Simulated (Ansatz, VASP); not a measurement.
# Cross-check of Fe3RhN between VASP and Ansatz, part 2 of 3

Aim: how closely do two programs agree when they are given the same cell, functional and k mesh? The cell is taken from a series of runs on this material, whose earlier steps may have relaxed, scaled, displaced or heated it; both programs get it as it stands.

VASP 6.6.1 and Ansatz 0.2.0.

So far: Set-up; Ansatz: relaxation of cell and atoms, PBEsol, pair 1.

### Step 3. VASP: relaxation of cell and atoms, PBEsol, pair 1

Level of this step: PBEsol, spin-polarised from a ferromagnetic start; plane waves and PAW (Fe, Rh_pv, N) (VASP).

The same cell, functional, mesh and smearing now go to VASP, with its own data sets.

Lines of VASP's logs that name or quote its potential files are left out, and so is its time.

Input file INCAR:

```
SYSTEM = Fe3RhN
PREC = Accurate
ENCUT = 600
EDIFF = 1E-07
NELM = 200
ISMEAR = 0
SIGMA = 0.1
LREAL = .FALSE.
ALGO = Normal
GGA = PS
NBANDS = 35
ISPIN = 2
MAGMOM = 2.19 2.19 2.19 0.81 0.02
LASPH = .TRUE.
LMAXMIX = 4
LORBIT = 11
LWAVE = .FALSE.
LCHARG = .FALSE.
ISIF = 3
IBRION = 2
NSW = 80
EDIFFG = -0.005
GGA_COMPAT = .FALSE.
NELMIN = 4
KPAR = 2
```

Input file POSCAR:

```
Fe3RhN
1.0
    3.7727230000      0.0000000000      0.0000000000
    0.0000000000      3.7727230000      0.0000000000
    0.0000000000      0.0000000000      3.7727230000
Fe Rh N
3 1 1
Direct
    0.0000000000      0.4999998675      0.4999998675
    0.4999998675      0.4999998675      0.0000000000
    0.4999998675      0.0000000000      0.4999998675
    0.0000000000      0.0000000000      0.0000000000
    0.4999998675      0.4999998675      0.4999998675
```

Input file KPOINTS:

```
Automatic mesh
0
Gamma
10 10 10
0 0 0
```

PAW data sets: Fe, Rh_pv and N (PBE family, release 64).

Command:

```console
$ mpirun -np 2 vasp_std
```

Numbers of over 12 decimals in the logs are rounded to 6 here.

Log:

```text
[banner, memory and clock lines left out]
running    2 mpi-ranks, on    1 nodes
 distrk:  each k-point on    1 cores,    2 groups
 distr:  one band on    1 cores,    1 groups

 POSCAR found type information on POSCAR FeRhN
 POSCAR found :  3 types and       5 ions
|                                                                             |
|               ----> ADVICE to this user running VASP <----                  |
|                                                                             |
|     You enforced a specific xc type in the INCAR file but a different       |
|     [... a line on the potential file left out ...]
|     I HOPE YOU KNOW WHAT YOU ARE DOING!                                     |
|                                                                             |

 LDA part: xc-table for (Slater+PW92), standard interpolation
 POSCAR, INCAR and KPOINTS ok, starting setup
 FFT: planning ... GRIDC
 FFT: planning ... GRID_SOFT
 FFT: planning ... GRID
 WAVECAR not read
 entering main loop
       N       E                     dE             d eps       ncg     rms          rms(c)
DAV:   1     0.459140088926E+03    0.45914E+03   -0.22313E+04  7912   0.173E+03
DAV:   2    -0.813709680259E+01   -0.46728E+03   -0.43580E+03  7879   0.424E+02
DAV:   3    -0.497296033816E+02   -0.41593E+02   -0.37315E+02  8500   0.145E+02
DAV:   4    -0.514779239349E+02   -0.17483E+01   -0.17233E+01  8866   0.304E+01
DAV:   5    -0.515252882385E+02   -0.47364E-01   -0.47339E-01  9660   0.485E+00    0.329E+01
DAV:   6    -0.649814094784E+02   -0.13456E+02   -0.69358E+01  9488   0.127E+02    0.591E+01
DAV:   7    -0.456689835141E+02    0.19312E+02   -0.10476E+02 10229   0.774E+01    0.142E+01
DAV:   8    -0.440653581034E+02    0.16036E+01   -0.39014E+00 10524   0.186E+01    0.829E+00
DAV:   9    -0.439535582496E+02    0.11180E+00   -0.12289E+00 11735   0.116E+01    0.388E+00
DAV:  10    -0.440077025504E+02   -0.54144E-01   -0.84700E-02 10081   0.286E+00    0.255E+00
DAV:  11    -0.440488927850E+02   -0.41190E-01   -0.40661E-02 11381   0.293E+00    0.151E+00
DAV:  12    -0.440422442391E+02    0.66485E-02   -0.35527E-02 11302   0.248E+00    0.853E-01
DAV:  13    -0.440438117858E+02   -0.15675E-02   -0.10385E-02 10366   0.162E+00    0.392E-01
DAV:  14    -0.440443851589E+02   -0.57337E-03   -0.71240E-04 10308   0.398E-01    0.137E-01
DAV:  15    -0.440443220394E+02    0.63120E-04   -0.18765E-04 10058   0.166E-01    0.652E-02
DAV:  16    -0.440443279222E+02   -0.58828E-05   -0.26008E-05 11683   0.536E-02    0.245E-02
DAV:  17    -0.440443327704E+02   -0.48482E-05   -0.12472E-05 11677   0.355E-02    0.111E-02
DAV:  18    -0.440443326560E+02    0.11443E-06   -0.16425E-06 10494   0.155E-02    0.455E-03
DAV:  19    -0.440443327162E+02   -0.60226E-07   -0.33853E-07  7790   0.545E-03
   1 F= -.44044333E+02 E0= -.44029897E+02  d E =-.440443E+02  mag=     8.0085
 curvature:   0.00 expect dE= 0.000E+00 dE for cont linesearch  0.000E+00
 trial: gam= 0.00000 g(F)=  0.000E+00 g(S)=  0.114E-02 ort = 0.000E+00 (trialstep = 0.100E+01)
 search vector abs. value=  0.114E-02
 bond charge predicted
       N       E                     dE             d eps       ncg     rms          rms(c)
DAV:   1    -0.440667770808E+02   -0.22444E-01   -0.30330E-01  8215   0.551E+00    0.142E+00
DAV:   2    -0.440895751487E+02   -0.22798E-01   -0.19238E-01 10452   0.461E+00    0.268E+00
DAV:   3    -0.440474832047E+02    0.42092E-01   -0.13565E-01 10654   0.511E+00    0.801E-01
DAV:   4    -0.440444694160E+02    0.30138E-02   -0.81149E-03 10659   0.150E+00    0.261E-01
DAV:   5    -0.440444316421E+02    0.37774E-04   -0.47365E-04  8320   0.155E-01    0.968E-02
DAV:   6    -0.440443729351E+02    0.58707E-04   -0.37905E-05 12171   0.797E-02    0.551E-02
DAV:   7    -0.440443543206E+02    0.18615E-04   -0.39349E-05  8510   0.459E-02    0.123E-02
DAV:   8    -0.440443543130E+02    0.75879E-08   -0.52299E-06  9458   0.216E-02    0.573E-03
DAV:   9    -0.440443545928E+02   -0.27983E-06   -0.60011E-07  9154   0.661E-03    0.322E-03
DAV:  10    -0.440443546974E+02   -0.10454E-06   -0.28209E-08  4187   0.196E-03    0.101E-03
DAV:  11    -0.440443547297E+02   -0.32343E-07   -0.99524E-09  4070   0.962E-04
   2 F= -.44044355E+02 E0= -.44030111E+02  d E =-.220135E-04  mag=     8.1006
 trial-energy change:   -0.000022  1 .order   -0.000049   -0.001138    0.001041
 step:   0.5040(harm=  0.5223)  dis= 0.00000  next Energy=   -44.044616 (dE=-0.283E-03)
 bond charge predicted
       N       E                     dE             d eps       ncg     rms          rms(c)
DAV:   1    -0.440501057596E+02   -0.57511E-02   -0.74271E-02  8212   0.272E+00    0.713E-01
DAV:   2    -0.440557478159E+02   -0.56421E-02   -0.51139E-02 10470   0.230E+00    0.126E+00
DAV:   3    -0.440451968767E+02    0.10551E-01   -0.29542E-02 10816   0.257E+00    0.376E-01
DAV:   4    -0.440446368223E+02    0.56005E-03   -0.18836E-03 10670   0.707E-01    0.128E-01
DAV:   5    -0.440446277246E+02    0.90977E-05   -0.10968E-04  8436   0.801E-02    0.498E-02
DAV:   6    -0.440446158879E+02    0.11837E-04   -0.10183E-05 12069   0.373E-02    0.282E-02
DAV:   7    -0.440446136500E+02    0.22378E-05   -0.12521E-05  8794   0.268E-02    0.611E-03
DAV:   8    -0.440446138832E+02   -0.23317E-06   -0.15172E-06  9085   0.116E-02    0.318E-03
DAV:   9    -0.440446137994E+02    0.83820E-07   -0.15144E-07  5531   0.296E-03
   3 F= -.44044614E+02 E0= -.44030267E+02  d E =-.281083E-03  mag=     8.0552
 curvature:  -0.26 expect dE=-0.368E-07 dE for cont linesearch -0.368E-07
 trial: gam=-0.01101 g(F)=  0.641E-47 g(S)=  0.141E-06 ort = 0.127E-04 (trialstep = 0.901E+00)
 search vector abs. value=  0.118E-09
 reached required accuracy - stopping structural energy minimisation
```

OUTCAR, selected parts (step 3):

```text
ion  position               nearest neighbor table
   1  0.000  0.500  0.500-   5 1.89   5 1.89   4 2.67   2 2.67   3 2.67   4 2.67   2 2.67   4 2.67
                             2 2.67   3 2.67   3 2.67   4 2.67   3 2.67   2 2.67
   2  0.500  0.500  0.000-   5 1.89   5 1.89   4 2.67   1 2.67   3 2.67   4 2.67   3 2.67   4 2.67
                             1 2.67   3 2.67   1 2.67   1 2.67   3 2.67   4 2.67
   3  0.500  0.000  0.500-   5 1.89   5 1.89   4 2.67   1 2.67   2 2.67   4 2.67   2 2.67   4 2.67
                             1 2.67   2 2.67   1 2.67   4 2.67   1 2.67   2 2.67
   4  0.000  0.000  0.000-   1 2.67   2 2.67   3 2.67   1 2.67   3 2.67   1 2.67   2 2.67   2 2.67
                             3 2.67   1 2.67   3 2.67   2 2.67
   5  0.500  0.500  0.500-   1 1.89   2 1.89   3 1.89   1 1.89   3 1.89   2 1.89

  LATTYP: Found a simple cubic cell.
 ALAT       =     3.7727230000

 Subroutine GETGRP returns: Found 48 space group operations
 (whereof 48 operations were pure point group operations)

The static configuration has the point symmetry O_h .

 Found     56 irreducible k-points:

   k-points           NKPTS =     56   k-points in BZ     NKDIM =     56   number of bands    NBANDS=     35

   dimension x,y,z NGX =    30 NGY =   30 NGZ =   30
   dimension x,y,z NGXF=    60 NGYF=   60 NGZF=   60

   ENCUT  =  600.0 eV  44.10 Ry    6.64 a.u.   7.54  7.54  7.54*2*pi/ulx,y,z

   NELECT =      44.0000    total number of electrons

 k-points in reciprocal lattice and weights: Automatic mesh
   0.00000000  0.00000000  0.00000000       0.001
   0.10000000  0.00000000  0.00000000       0.006
   0.20000000  0.00000000  0.00000000       0.006
   0.30000000  0.00000000  0.00000000       0.006
   0.40000000  0.00000000  0.00000000       0.006
   0.50000000  0.00000000  0.00000000       0.003
   0.10000000  0.10000000  0.00000000       0.012
   0.20000000  0.10000000  0.00000000       0.024
   0.30000000  0.10000000  0.00000000       0.024
[...]
0.50000000  0.50000000  0.40000000       0.006
   0.50000000  0.50000000  0.50000000       0.001

 average (electrostatic) potential at core
       1 -41.6381       2 -41.6381       3 -41.6381       4 -74.0441       5 -62.5287

 E-fermi :   7.7289

 spin component 1
 k-point     1 :       0.0000    0.0000    0.0000
  band No.  band energies     occupation
    ...
     20       6.6750      1.00000
     21       6.6750      1.00000
     22       6.6799      1.00000
     23       7.2016      1.00000
     24       7.2016      1.00000
     25       7.8789      0.01692
     26       7.8789      0.01692
     27       7.8789      0.01692
     28       9.8959      0.00000
     29      13.1685      0.00000
    ...

 k-point     2 :       0.1000    0.0000    0.0000
  band No.  band energies     occupation
    ...
     22       6.6895      1.00000
     23       7.1659      1.00000
     24       7.2115      1.00000
     25       7.7077      0.61794
     26       7.7077      0.61794
     27       7.8768      0.01822
     28       9.9845      0.00000
     29      12.6622      0.00000
     30      13.3460      0.00000
     31      13.3460      0.00000
    ...

 k-point     3 :       0.2000    0.0000    0.0000
  band No.  band energies     occupation
    ...
     22       6.7328      1.00000
     23       7.0792      1.00000
     24       7.1941      1.00000
     25       7.2763      1.00000
     26       7.2763      1.00000
     27       7.8715      0.02189
     28      10.2178      0.00000
     29      11.7767      0.00000
     30      13.7741      0.00000
     31      13.7741      0.00000
    ...

 k-point     4 :       0.3000    0.0000    0.0000
  band No.  band energies     occupation
    ...
     22       6.7124      1.00000
     23       6.8231      1.00000
     24       6.8231      1.00000
     25       6.9850      1.00000
     26       7.0075      1.00000
     27       7.8653      0.02688
     28      10.3636      0.00000
     29      11.2386      0.00000
     30      14.2440      0.00000
     31      14.2440      0.00000
    ...

 k-point     5 :       0.4000    0.0000    0.0000
  band No.  band energies     occupation
    ...
     22       6.6760      1.00000
     23       6.6798      1.00000
     24       6.8771      1.00000
     25       6.8771      1.00000
     26       6.9164      1.00000
     27       7.8606      0.03127
     28      10.2043      0.00000
     29      11.2758      0.00000
     30      14.5802      0.00000
     31      14.5802      0.00000
    ...

 k-point     6 :       0.5000    0.0000    0.0000
  band No.  band energies     occupation
    ...
     22       6.5063      1.00000
     23       6.6761      1.00000
     24       6.8913      1.00000
     25       6.9061      1.00000
     26       6.9061      1.00000
     27       7.8589      0.03300
     28      10.1158      0.00000
     29      11.3514      0.00000
     30      14.6977      0.00000
     31      14.6977      0.00000
    ...

  Total        0.0022084      0.0022084      0.0022084     -0.0000000      0.0000000     -0.0000000
  in kB        0.0656989      0.0656989      0.0656989     -0.0000000      0.0000000     -0.0000000
  external PRESSURE =       0.0656989 kB  Pullay stress =       0.0000000 kB

  energy-cutoff  :      600.00
  volume of cell :       53.85
      direct lattice vectors                 reciprocal lattice vectors
     3.776360734 -0.000000000  0.000000000     0.264805211  0.000000000  0.000000000
     0.000000000  3.776360734  0.000000000     0.000000000  0.264805211  0.000000000
    -0.000000000 -0.000000000  3.776360734    -0.000000000  0.000000000  0.264805211

 POSITION                                       TOTAL-FORCE (eV/Angst)
 -----------------------------------------------------------------------------------
     -0.00000      1.88818      1.88818        -0.000000     -0.000000      0.000000
      1.88818      1.88818      0.00000         0.000000      0.000000      0.000000
      1.88818     -0.00000      1.88818        -0.000000     -0.000000      0.000000
      0.00000      0.00000      0.00000         0.000000      0.000000      0.000000
      1.88818      1.88818      1.88818        -0.000000     -0.000000      0.000000
 -----------------------------------------------------------------------------------
    total drift:                                0.000320      0.000320      0.000320

  FREE ENERGIE OF THE ION-ELECTRON SYSTEM (eV)
  ---------------------------------------------------
  free  energy   TOTEN  =       -44.0446137994 eV

  energy  without entropy=      -44.0159207560  energy(sigma->0) =      -44.03026728

 reached required accuracy - stopping structural energy minimisation

 total charge
# of ion       s       p       d       tot
------------------------------------------
    1        0.448   0.617   6.302   7.367
    2        0.448   0.617   6.302   7.367
    3        0.448   0.617   6.302   7.367
    4        0.383   6.263   7.157  13.802
    5        1.241   2.530   0.000   3.771
--------------------------------------------------
tot          2.966  10.645  26.062  39.674

 magnetization (x)
# of ion       s       p       d       tot
------------------------------------------
    1        0.009  -0.002   2.386   2.393
    2        0.009  -0.002   2.386   2.393
    3        0.009  -0.002   2.386   2.393
    4       -0.028  -0.022   0.883   0.832
    5       -0.001   0.013   0.000   0.013
--------------------------------------------------
tot         -0.003  -0.016   8.042   8.023

[... 6 further parts left out ...]
```

The magnetic state follows from one typed start and may not be the lowest.

### Step 4. Comparison

Known differences besides the potentials themselves: VASP starts from the moments at which Ansatz ended; the data sets hold 70 valence electrons in Ansatz (on its PAW soft_1 files) and 44 in VASP; the cutoff is 420 eV in Ansatz and 600 eV in VASP; Ansatz makes its cores anew for this functional, VASP keeps those of its PBE data sets; Ansatz adds a Pulay correction to the stress that steers its cell, VASP none; site moments are counted in spheres of each program's own size. Total energies have different zeros and are not compared.

The two programs side by side:

```tsv
quantity	Ansatz	VASP	difference
volume (Å³)	53.61	53.85	-0.46 %
edge a after relaxation, in the typed setting (Å)	3.771	3.776	-0.15 %
total moment (μB)	7.99	8.06	-0.07
moment on Fe1 (μB)	2.19	2.39	-0.20
moment on Fe2 (μB)	2.19	2.39	-0.20
moment on Fe3 (μB)	2.19	2.39	-0.20
moment on Rh4 (μB)	0.81	0.83	-0.02
```

[end of part 2 of 3]

[Lines on the potential files, build, host, timing and source positions are cut from VASP's logs without a mark.]

[Logs are printed without paths, hosts, clocks, repeated set-up lines and the standing remarks that a program may print on its own settings, such as how far it seeks lower states.]

[Hosts, paths, dates, database ids (printed as entryN), source tags and the programs' standing remarks are cut or masked in the printed files.]
